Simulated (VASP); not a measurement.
All values below come from PBE GGA, VASP's PBE PAW potentials (set 64) (plane waves; VASP).

VASP ran on this input.

**INCAR**
```
ALGO = Normal
EDIFF = 1E-6
ENCUT = 300
GGA = PE
ISIF = 2
ISMEAR = 0
LASPH = .True.
LCHARG = .False.
LMAXMIX = 4
LREAL = .False.
LWAVE = .False.
NELM = 100
PREC = Accurate
SIGMA = 0.01
SYSTEM = CsI
```

### POSCAR
```
CsI
4.7748420
  1.0000000000   0.0000000000   0.0000000000
  0.0000000000   1.0000000000   0.0000000000
  0.0000000000   0.0000000000   1.0000000000
Cs I
1 1
Cartesian
  0.0000000000   0.0000000000   0.0000000000
  0.5000000000   0.5000000000   0.5000000000
```

### KPOINTS
```
kpoints
0
Gamma
  4 4 4
0 0 0
```

POTCAR, in this order: Cs_sv I (PBE.64 set). Program: vasp_std.

**Question.** What will the output report for the number of irreducible k-points (NKPTS), largest plane-wave count, number of space-group operations, FFT grid (NGX, NGY, NGZ)?

**Answer.** 
- number of irreducible k-points (NKPTS): 10
- largest plane-wave count: 1328
- number of space-group operations: 48
- FFT grid (NGX, NGY, NGZ): 28 × 28 × 28

The structure comes from a computed database's CsI entry; how it stands against other phases isn't given here. The cell was not relaxed at this level. The run is one of a series of settings (AEXX removed, HFRCUT removed, ISYM removed, LHFCALC removed, PRECFOCK removed against the base run), some of them coarse on purpose.
